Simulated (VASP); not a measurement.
Input for VASP

KPOINTS:
```
Automatic mesh
0
Gamma
7 7 7
0 0 0
```

**INCAR**
```
SYSTEM = BP
PREC = Accurate
ENCUT = 520
EDIFF = 1E-6
NELM = 60
ALGO = Normal
LREAL = .FALSE.
LASPH = .TRUE.
ISMEAR = 0
SIGMA = 0.05
GGA = PE
LWAVE = .FALSE.
LCHARG = .FALSE.
ISIF = 2
IMIX = 1
AMIX = 1.2
BMIX = 0.0001
```

**POSCAR**
```
BP
1
    0.0000000000     2.3154000000     2.3154000000
    2.3154000000     0.0000000000     2.3154000000
    2.3154000000     2.3154000000     0.0000000000
B P
1 1
Direct
  0.0000000000   0.0000000000   0.0000000000
  0.2500000000   0.2500000000   0.2500000000
```

POTCAR, in this order: B P (PBE.64 set). Program: vasp_std.

The run wrote:

**standard output**
```
...
 WARNING: Sub-Space-Matrix is not hermitian in DAV           30
 -2.666184891703319E-002
 WARNING: Sub-Space-Matrix is not hermitian in DAV           32
  1.548255430303585E-002
 WARNING: Sub-Space-Matrix is not hermitian in DAV           33
 -1.889938290226111E-002
 WARNING: Sub-Space-Matrix is not hermitian in DAV           34
 -1.445752226349298E-002
 WARNING: Sub-Space-Matrix is not hermitian in DAV           37
  4.912807996962862E-003
 WARNING: Sub-Space-Matrix is not hermitian in DAV           38
 -2.103810886471793E-002
 WARNING: Sub-Space-Matrix is not hermitian in DAV           39
  2.918669254169294E-004
 WARNING: Sub-Space-Matrix is not hermitian in DAV           40
 -5.422027324835823E-003
DAV:  57    -0.232551661995E+03    0.20202E+02   -0.27834E+03   488   0.194E+02    0.145E+02
 WARNING: Sub-Space-Matrix is not hermitian in DAV            1
  -23.0401110698329
 WARNING: Sub-Space-Matrix is not hermitian in DAV            2
 -8.058961078781615E-002
 WARNING: Sub-Space-Matrix is not hermitian in DAV            3
 WARNING: Sub-Space-Matrix is not hermitian in DAV            6
 -4.736837924315642E-002
 WARNING: Sub-Space-Matrix is not hermitian in DAV            7
 -3.849146299044443E-002
 WARNING: Sub-Space-Matrix is not hermitian in DAV            8
 -0.183367129147496
 WARNING: Sub-Space-Matrix is not hermitian in DAV            9
  -167.455318485754
 WARNING: Sub-Space-Matrix is not hermitian in DAV           10
  0.133209882697824
 WARNING: Sub-Space-Matrix is not hermitian in DAV           11
 -8.826699088936189E-002
 WARNING: Sub-Space-Matrix is not hermitian in DAV           12
 -5.327947574278166E-003
 WARNING: Sub-Space-Matrix is not hermitian in DAV           13
 -6.069166758886976E-002
 WARNING: Sub-Space-Matrix is not hermitian in DAV           14
  0.685025510407356
 WARNING: Sub-Space-Matrix is not hermitian in DAV           15
  -1.50555767942146
 WARNING: Sub-Space-Matrix is not hermitian in DAV           16
 -0.608861480919556

 -----------------------------------------------------------------------------
|                                                                             |
|     EEEEEEE  RRRRRR   RRRRRR   OOOOOOO  RRRRRR      ###     ###     ###     |
|     E        R     R  R     R  O     O  R     R     ###     ###     ###     |
|     E        R     R  R     R  O     O  R     R     ###     ###     ###     |
|     EEEEE    RRRRRR   RRRRRR   O     O  RRRRRR       #       #       #      |
|     E        R   R    R   R    O     O  R   R                               |
|     E        R    R   R    R   O     O  R    R      ###     ###     ###     |
|     EEEEEEE  R     R  R     R  OOOOOOO  R     R     ###     ###     ###     |
|                                                                             |
|     EDDAV: Call to ZHEGV failed. Returncode = 9 2 16                        |
|                                                                             |
|       ---->  I REFUSE TO CONTINUE WITH THIS SICK JOB ... BYE!!! <----       |
|                                                                             |
 -----------------------------------------------------------------------------
```

Q: Read input and log: which fault does this run have?
A) NBANDS is too small to hold all electrons
B) the lattice vectors carry noise near SYMPREC
C) EDIFFG is positive, so the stop tests the energy change and not the forces
D) simple mixing (IMIX = 1) with AMIX above 1 overshoots

A: D, simple mixing (IMIX = 1) with AMIX above 1 overshoots. VASP stops with an error: EDDAV: Call to ZHEGV failed. Returncode = 9 2 16 ----> I REFUSE TO CONTINUE WITH THIS SICK JOB ... BYE!!! <----

To mend it, remove IMIX, remove AMIX, remove BMIX.

The mended run (PBE GGA, plane waves, VASP's PBE PAW potentials (set 64)) converges, and its OSZICAR ends with
```
   1 F= -.12891080E+02 E0= -.12891080E+02  d E =-.883767E-12
```

The compound is BP in the zinc blende structure. The cell was not relaxed at this level.
